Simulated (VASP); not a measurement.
```xyz
8
Lattice="2.7008 -2.7106 0.0000 2.7008 2.7106 0.0000 0.0000 0.0000 7.4807" Properties=species:S:1:pos:R:3 pbc="T T T"
W      2.7008    -0.2734     5.6105
W      2.7008     0.2734     1.8702
O      2.7008     0.0000     3.7403
O      2.7008     0.0000     0.0000
O      1.3562    -1.2608     1.8702
O      4.0453     1.2608     5.6105
O      1.3562     1.2608     5.6105
O      4.0453    -1.2608     1.8702
```

Calculation: LDA (Ceperley-Alder, Perdew-Zunger), VASP's LDA PAW potentials (set 64) (plane waves; VASP 6.6.1). Settings: 520 eV cut-off, 7×7×4 Γ-centred mesh, tetrahedra with Blöchl corrections, potentials W_sv O.

The cores are frozen, which limits the accuracy of field gradients.

**Question.** Give the principal components of the electric field gradient (V/Å²) and the asymmetry η at each nucleus.

**Answer.** 
```
atom    Vxx    Vyy   Vzz     η
----  -----  -----  ----  ----
W1    -76.0   -3.2  79.2  0.92
W2    -76.0   -3.2  79.2  0.92
O3    -24.6  -18.5  43.1  0.14
O4    -24.6  -18.5  43.1  0.14
O5    -15.4   -6.1  21.5  0.43
O6    -15.4   -6.1  21.5  0.43
O7    -15.4   -6.1  21.5  0.43
O8    -15.4   -6.1  21.5  0.43
```

The structure comes from a computed database's WO3 entry (Cmcm); how it stands against other phases isn't given here. It was relaxed first, which changed the volume by -5 %.
